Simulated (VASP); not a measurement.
# Nb: surface energy and work function by face, part 3 of 6

Which face of Nb is cheapest, and which holds its electrons hardest?

VASP 6.6.1; PBE; plane waves and PAW (Nb_pv).

So far. Step 3 (The bulk reference, job self-consistent run, k-mesh …): The run ends at a pressure of -0.38 GPa. Step 4 (Relaxing the slab, 7 atoms, face Nb(110)): The run ended after 8 ionic steps, 0.034 eV below its first step, once the forces on the free atoms met EDIFFG = -0.03.

## (5) Vacuum level and density of states, 7 atoms, face Nb(110)

A static run writes the electrostatic potential without exchange and correlation (LVHAR), which is flat in the vacuum and gives the level to count from. The dipole correction cancels the field that unlike faces would set up across the vacuum.

INCAR reads:

```
SYSTEM = Nb
PREC = Normal
ENCUT = 320
EDIFF = 1E-06
NELM = 120
ISMEAR = 1
SIGMA = 0.15
LREAL = .FALSE.
ALGO = Fast
GGA = PE
NBANDS = 47
LASPH = .TRUE.
LORBIT = 11
LWAVE = .FALSE.
LCHARG = .TRUE.
KPAR = 4
IDIPOL = 3
LDIPOL = .TRUE.
DIPOL = 0.5 0.5 0.5
LVHAR = .TRUE.
LVACPOTAV = .TRUE.
NEDOS = 1500
```

POSCAR reads:

```
Nb
1.0
    3.3208006326      0.0000000000      0.0000000000
    1.6604003163      2.3481606463      0.0000000000
    0.0000000000      0.0000000000     29.0889638777
Nb
7
Direct
    0.0000000000      0.0000000000      0.2598075424
    0.5000000000      0.0000000000      0.3375522640
    0.0000000000      0.0000000000      0.4188345953
    0.5000000000      0.0000000000      0.5000000000
    0.0000000000      0.0000000000      0.5811654047
    0.5000000000      0.0000000000      0.6624477360
    0.0000000000      0.0000000000      0.7401924576
```

KPOINTS reads:

```
Automatic mesh
0
Gamma
13 13 1
0 0 0
```

Potentials, in the order of the species: Nb_pv (PBE family, release 64).

Started as:

```console
> mpirun -np 4 vasp_std
```

The program printed:

```text
[... set-up lines as in an earlier step ...]
 entering main loop
       N       E                     dE             d eps       ncg     rms          rms(c)
DAV:   1     0.769819584284E+03    0.76982E+03   -0.32765E+04  5814   0.115E+03
DAV:   2    -0.138422397530E+02   -0.78366E+03   -0.76408E+03  4966   0.643E+02
DAV:   3    -0.703413686803E+02   -0.56499E+02   -0.52702E+02  7548   0.138E+02
DAV:   4    -0.745727496000E+02   -0.42314E+01   -0.39390E+01  7092   0.367E+01
DAV:   5    -0.748514900547E+02   -0.27874E+00   -0.26812E+00  7796   0.779E+00    0.448E+01
RMM:   6    -0.116691670346E+03   -0.41840E+02   -0.11977E+02  6863   0.443E+01    0.258E+01
RMM:   7    -0.121093503816E+03   -0.44018E+01   -0.11042E+02  6799   0.628E+01    0.244E+01
RMM:   8    -0.763229165267E+02    0.44771E+02   -0.82002E+00  5367   0.278E+01    0.127E+01
RMM:   9    -0.703165488113E+02    0.60064E+01   -0.49404E+00  5980   0.134E+01    0.969E+00
RMM:  10    -0.705991801715E+02   -0.28263E+00   -0.26145E+00  6558   0.768E+00    0.809E+00
RMM:  11    -0.707693544587E+02   -0.17017E+00   -0.10995E+00  7445   0.300E+00    0.836E+00
RMM:  12    -0.709863670714E+02   -0.21701E+00   -0.53277E-01  7561   0.193E+00    0.856E+00
RMM:  13    -0.710062356595E+02   -0.19869E-01   -0.32080E-01  8002   0.109E+00    0.865E+00
RMM:  14    -0.703220403840E+02    0.68420E+00   -0.10649E-01  6666   0.135E+00    0.772E+00
RMM:  15    -0.688503020951E+02    0.14717E+01   -0.17625E+00  8189   0.479E+00    0.388E+00
RMM:  16    -0.691023817540E+02   -0.25208E+00   -0.23092E+00  7982   0.364E+00    0.403E+00
RMM:  17    -0.687876885113E+02    0.31469E+00   -0.32687E-01  7085   0.211E+00    0.306E+00
RMM:  18    -0.688476529049E+02   -0.59964E-01   -0.87171E-02  6933   0.121E+00    0.334E+00
RMM:  19    -0.689773697428E+02   -0.12972E+00   -0.32408E-01  7683   0.177E+00    0.417E+00
RMM:  20    -0.693734315750E+02   -0.39606E+00   -0.38650E-01  7927   0.207E+00    0.578E+00
RMM:  21    -0.694296183646E+02   -0.56187E-01   -0.12732E-01  7899   0.895E-01    0.605E+00
RMM:  22    -0.695146376006E+02   -0.85019E-01   -0.95448E-02  7180   0.632E-01    0.632E+00
RMM:  23    -0.694018511672E+02    0.11279E+00   -0.44335E-02  6958   0.606E-01    0.602E+00
RMM:  24    -0.691938034531E+02    0.20805E+00   -0.44623E-02  7748   0.976E-01    0.538E+00
RMM:  25    -0.690738117170E+02    0.11999E+00   -0.29471E-02  7446   0.679E-01    0.488E+00
RMM:  26    -0.689611097110E+02    0.11270E+00   -0.31884E-02  7751   0.810E-01    0.430E+00
RMM:  27    -0.688122338407E+02    0.14888E+00   -0.84093E-02  8346   0.127E+00    0.335E+00
RMM:  28    -0.687026136909E+02    0.10962E+00   -0.99819E-02  8248   0.118E+00    0.239E+00
RMM:  29    -0.686474541979E+02    0.55159E-01   -0.97572E-02  8157   0.109E+00    0.155E+00
RMM:  30    -0.686069147024E+02    0.40539E-01   -0.27849E-01  8888   0.234E+00    0.618E-01
[...]
RMM:  46    -0.686066136071E+02    0.27612E-04   -0.10779E-04  7421   0.495E-02    0.678E-02
RMM:  47    -0.686066107476E+02    0.28595E-05   -0.56281E-05  5802   0.191E-02    0.565E-02
RMM:  48    -0.686066140423E+02   -0.32946E-05   -0.67305E-05  6507   0.284E-02    0.478E-02
RMM:  49    -0.686066178420E+02   -0.37997E-05   -0.55553E-05  7116   0.330E-02    0.377E-02
RMM:  50    -0.686066350867E+02   -0.17245E-04   -0.43430E-05  6658   0.273E-02    0.331E-02
RMM:  51    -0.686066196101E+02    0.15477E-04   -0.14714E-05  4605   0.142E-02    0.218E-02
RMM:  52    -0.686066187981E+02    0.81200E-06   -0.10646E-05  3813   0.113E-02    0.186E-02
RMM:  53    -0.686066172963E+02    0.15019E-05   -0.57157E-06  3605   0.107E-02    0.166E-02
RMM:  54    -0.686066158896E+02    0.14067E-05   -0.68371E-06  3849   0.896E-03    0.152E-02
RMM:  55    -0.686066139351E+02    0.19545E-05   -0.36856E-06  3612   0.100E-02    0.120E-02
RMM:  56    -0.686066121104E+02    0.18247E-05   -0.75414E-06  4654   0.112E-02    0.374E-03
RMM:  57    -0.686066123948E+02   -0.28433E-06   -0.28781E-06  3676   0.912E-03
 -----------------------------------------------------------------------------
|                                                                             |
|           W    W    AA    RRRRR   N    N  II  N    N   GGGG   !!!           |
|           W    W   A  A   R    R  NN   N  II  NN   N  G    G  !!!           |
|           W    W  A    A  R    R  N N  N  II  N N  N  G       !!!           |
|           W WW W  AAAAAA  RRRRR   N  N N  II  N  N N  G  GGG   !            |
|           WW  WW  A    A  R   R   N   NN  II  N   NN  G    G                |
|           W    W  A    A  R    R  N    N  II  N    N   GGGG   !!!           |
|                                                                             |
|     Did not find any points to average over, which means that no vacuum     |
|     field-free region was found. Please increase the size of  your cell     |
|     in the dimension of the dipole correction to obtain accurate            |
|     workfunction values.                                                    |
|                                                                             |
 -----------------------------------------------------------------------------

   1 F= -.68606612E+02 E0= -.68605787E+02  d E =-.247682E-02
```

Run time: 5.1 min. Hardware: 4 MPI ranks of Intel Xeon Platinum 8488C (Sapphire Rapids), shared host; peak memory 1.2 GiB.

From OUTCAR (step 5):

```text
   NELECT =      77.0000    total number of electrons

 dipolmoment           0.000000      0.000000      0.000000 electrons x Angstroem

 E-fermi :   0.9188

 k-point     1 :       0.0000    0.0000    0.0000
  band No.  band energies     occupation
    ...
     32       0.0869      2.00000
     33       0.5136      2.00090
     34       0.5266      2.00137
     35       0.5560      2.00331
     36       0.8960      1.25363
     37       1.0077      0.16625
     38       1.0541     -0.02349
     39       1.1532     -0.04956
     40       1.2047     -0.02139
     41       1.3887     -0.00009
    ...

  Total       -2.9335083     -3.9583511     -1.1091582     -0.0000000      0.0000000      0.0000000
  in kB      -20.7204436    -27.9592830     -7.8343905     -0.0000000      0.0000000      0.0000000
  external PRESSURE =     -18.8380390 kB  Pullay stress =       0.0000000 kB

 POSITION                                       TOTAL-FORCE (eV/Angst)
 -----------------------------------------------------------------------------------
      0.00000      0.00000      7.55753         0.000000      0.000000      0.025539
      1.66040      0.00000      9.81905        -0.000000      0.000000      0.025335
      0.00000      0.00000     12.18346         0.000000      0.000000      0.023340
      1.66040      0.00000     14.54448         0.000000      0.000000      0.000000
      0.00000      0.00000     16.90550         0.000000     -0.000000     -0.023340
      1.66040      0.00000     19.26992         0.000000      0.000000     -0.025335
      0.00000      0.00000     21.53143         0.000000      0.000000     -0.025539
 -----------------------------------------------------------------------------------
    total drift:                                0.000000     -0.000000      0.000000

  FREE ENERGIE OF THE ION-ELECTRON SYSTEM (eV)
  ---------------------------------------------------
  free  energy   TOTEN  =       -68.6066123948 eV

  energy  without entropy=      -68.6041355750  energy(sigma->0) =      -68.60578679

 vacuum level on the upper side and lower side of the slab         5.438         5.438

[... 7 parts as in an earlier step ...]

[... 10 further parts left out ...]
```

Numbers from this step:

```yaml
electronic_cycles: 57
fermi_energy: 0.9188 eV
dipole_moment: 0, 0, 0 e·Å
vacuum_levels: 5.438, 5.438 eV
work_functions_of_the_upper_and_lower_face: 4.519, 4.519 eV
```

The planar average of the electrostatic potential oscillates, so the rows of the table below give means over windows of 2.39 Å about each position, cut where the curve ends. Its maxima inside the range that stand out by 2 % of the span (Å: eV): 8.6: -1.71, 11.0: -0.869, 13.4: -0.923, 15.7: -0.923, 18.1: -0.869, 20.5: -1.71. Its minima: 7.5: -8.44, 9.8: -8.27, 12.2: -8.23, 14.5: -8.26, 16.9: -8.23, 19.3: -8.27, 21.6: -8.44.

Zero at the Fermi level. The planar average of the electrostatic potential by height; means over each step:

```
height (Å)  planar average of the electrostatic potential (eV)
      1.20                                                4.52
      3.58                                                4.50
      5.97                                                1.09
      8.36                                               -5.34
     10.75                                               -4.84
     13.14                                               -4.84
     15.53                                               -4.84
     17.92                                               -4.83
     20.31                                               -5.34
     22.70                                               -1.02
     25.09                                                4.47
     27.48                                                4.52
```

Density of states in the PAW spheres, an atom over height of the layer and energy from the Fermi level.

Values in states/eV, 22 rows by 7 columns, each cell a mean:
```
0.77 0.50 0.58 0.49 0.58 0.50 0.77
1.27 1.04 1.25 1.33 1.25 1.04 1.27
1.41 1.07 1.34 1.43 1.34 1.07 1.41
1.31 0.94 1.05 1.00 1.05 0.94 1.31
1.34 1.39 1.42 1.46 1.42 1.39 1.34
1.22 1.48 1.31 1.10 1.31 1.48 1.22
0.52 0.55 0.53 0.53 0.53 0.55 0.52
0.96 1.01 0.93 1.07 0.93 1.01 0.96
0.97 1.11 0.86 0.94 0.86 1.11 0.97
0.64 0.95 0.80 0.67 0.80 0.95 0.64
0.30 0.47 0.50 0.50 0.50 0.47 0.30
0.11 0.12 0.12 0.11 0.12 0.12 0.11
0.07 0.09 0.08 0.09 0.08 0.09 0.07
0.05 0.07 0.06 0.06 0.06 0.07 0.05
0.03 0.05 0.05 0.04 0.05 0.05 0.03
0.01 0.02 0.03 0.03 0.03 0.02 0.01
0.00 0.00 0.01 0.01 0.01 0.00 0.00
0.00 0.00 0.00 0.00 0.00 0.00 0.00
0.00 0.00 0.00 0.00 0.00 0.00 0.00
0.00 0.00 0.00 0.00 0.00 0.00 0.00
0.00 0.00 0.00 0.00 0.00 0.00 0.00
0.00 0.00 0.00 0.00 0.00 0.00 0.00
```
Columns: height of the layer (Å) from 7.6 to 21.5; rows upwards: energy from the Fermi level (eV) from -7.9 to 0.5.

Valence density in the ca plane at fractional y = 0.000, with atoms of Nb within 0.2 Å of it. It is the smooth field of the valence electrons, not physical close to the nuclei.

Ten even steps from '0' (0.0 e/Å³) to '9' (4.5 e/Å³), each cell a mean:
```
00147862000000014885100000002688410000000000
00023431000110002442100111001343100000000000
20001100013441000110001343100011000000000000
41000000026873100000003697310000000000000000
41000000037984100000003798310000000000000000
31000000024662000000002575200000000000000000
10012210001221001221000122100122100000000000
00136741000000013664100000001466300000000000
00148972000000015996200000002699410000000000
```
Columns run along c (16.0 Å, from fractional 0.36 to 0.91 of the cell), rows up along a (3.3 Å). Atoms in or near the plane, at fractional coordinates: Nb at (0.42, 0.00), Nb at (0.50, 0.50), Nb at (0.58, 0.00), Nb at (0.66, 0.50), Nb at (0.74, 0.00).

The map of layer states is cut here 0.5 eV above the Fermi level, so it leaves out the states above that.

The vacuum level lies 4.52 eV above the Fermi level at the upper face; both faces agree, as the slab has next to no dipole.

The program found no field-free point at its default tolerance, but its printed level agrees with the flat part of the planar average.

On this mesh the fine structure of the density of states is sampling noise, and high empty states may be cut by the number of bands.

[end of part 3 of 6]

[Lines on the potential files, build, host, timing and source positions are cut from VASP's logs without a mark.]

[Logs are printed without paths, hosts, clocks, repeated set-up lines and the standing remarks that a program may print on its own settings, such as how far it seeks lower states.]

[Hosts, paths, dates, database ids (printed as entryN), source tags and the programs' standing remarks are cut or masked in the printed files.]

[Runs that stopped without an error message from VASP are left out.]
